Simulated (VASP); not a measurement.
Consider the following.

```
CELL_PARAMETERS angstrom
      5.54858     0.00000     0.00000
     -2.77429     4.80521     0.00000
      0.00000     0.00000     4.55616
ATOMIC_POSITIONS crystal
  Sr 0.00000 0.00000 0.00000
  Ag 0.50000 0.00000 0.50000
  Ag 0.50000 0.50000 0.50000
  Ag 0.00000 0.50000 0.50000
  Pd 0.33333 0.66667 0.00000
  Pd 0.66667 0.33333 0.00000
```

Method: PBEsol GGA, VASP's PBE PAW potentials (set 64) (plane waves; VASP). Settings: 300 eV cut-off, 6×6×6 Γ-centred mesh, Gaussian smearing of 0.20 eV, potentials Sr_sv Ag Pd.

At this cut-off the stress carries a Pulay error, which pulls relaxed volumes low. Energy and stress use the plane-wave basis of the starting cell.

**Question.** The ions, cell shape and volume are relaxed. Which structure does the run end with?

**Answer.** 
```
CELL_PARAMETERS angstrom
      5.49157     0.00000     0.00000
     -2.74578     4.75584     0.00000
      0.00000     0.00000     4.48352
ATOMIC_POSITIONS crystal
  Sr 0.00000 0.00000 0.00000
  Ag 0.50000 0.00000 0.50000
  Ag 0.50000 0.50000 0.50000
  Ag 0.00000 0.50000 0.50000
  Pd 0.33333 0.66667 0.00000
  Pd 0.66667 0.33333 0.00000
```
Space group P6/mmm (191), at a tolerance of 0.03 Å.

**Question.** How do energy and volume change from the first to the last step?

**Answer.** The energy (σ→0) changes by -8.0 meV/atom and the volume by -3.6 %, in 4 ionic steps.

The structure comes from a computed database's SrAg3Pd2 entry (P6/mmm); how it stands against other phases isn't given here. This run relaxes it. Symmetry was kept, so distortions that lower it aren't found. The run is one of a series of settings (EDIFFG = -0.01, IBRION = 2, ISIF = 3, NSW = 50 against the base run), some of them coarse on purpose. The electron count is odd and the run is not spin-polarised, which forces a metal.
